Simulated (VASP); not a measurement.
Method: PBEsol GGA, VASP's PBE PAW potentials (set 64) (plane waves; VASP).

VASP input:

**KPOINTS**
```
Automatic mesh
0
Gamma
16 16 8
0 0 0
```

**POSCAR**
```
Co
1
    1.2270483852    -2.1253103672     0.0000000000
    1.2270483852     2.1253103672     0.0000000000
    0.0000000000     0.0000000000     3.9582307857
Co
2
Direct
  0.3740811894   0.7074151894   0.2500000000
  0.6666670000   0.3333330000   0.7500000000
```

**INCAR**
```
! general
SYSTEM =Co
PREC   =Accurate
ENCUT  =480
LREAL  =.FALSE.
LASPH  =.TRUE.

! electronic loop
EDIFF  =1E-7
NELM   =100
ALGO   =Normal
LMAXMIX=4

! smearing
ISMEAR =1
SIGMA  =0.1

! functional
GGA    =PS

! spin
ISPIN  =2
MAGMOM =1.6 1.6

! ions
ISIF   =2

! output
LWAVE  =.FALSE.
LCHARG =.FALSE.
LORBIT =10
```

POTCAR, in this order: Co (PBE.64 set). Program: vasp_std.

Task: What does the run give for the energy per atom (σ→0), cell moment, largest force, band gap (on the k-mesh)?

Result: 
The energy per atom (σ→0) is -7.731 eV/atom and the cell moment is 3.12 μB. The band gap (on the k-mesh) is none (metal, semimetal or under 0.01 eV). The largest force is 0.294 eV/Å.

### OSZICAR
```
...
DAV:   9    -0.154616076625E+02    0.16737E-01   -0.37315E-03 59282   0.109E+00    0.652E-01
DAV:  10    -0.154605486596E+02    0.10590E-02   -0.28626E-03 52805   0.810E-01    0.250E-01
DAV:  11    -0.154609872876E+02   -0.43863E-03   -0.40259E-04 54109   0.326E-01    0.304E-02
DAV:  12    -0.154609811364E+02    0.61513E-05   -0.92615E-06 44082   0.347E-02    0.162E-02
DAV:  13    -0.154609810371E+02    0.99215E-07   -0.23759E-06 56307   0.213E-02    0.896E-03
DAV:  14    -0.154609808409E+02    0.19628E-06   -0.27740E-07 38825   0.848E-03    0.814E-04
DAV:  15    -0.154609807706E+02    0.70294E-07   -0.21864E-08 21229   0.206E-03
   1 F= -.15460981E+02 E0= -.15461077E+02  d E =0.288544E-03  mag=     3.1156
```

The compound is Co in the hcp structure. This cell was strained or had an atom moved on purpose.
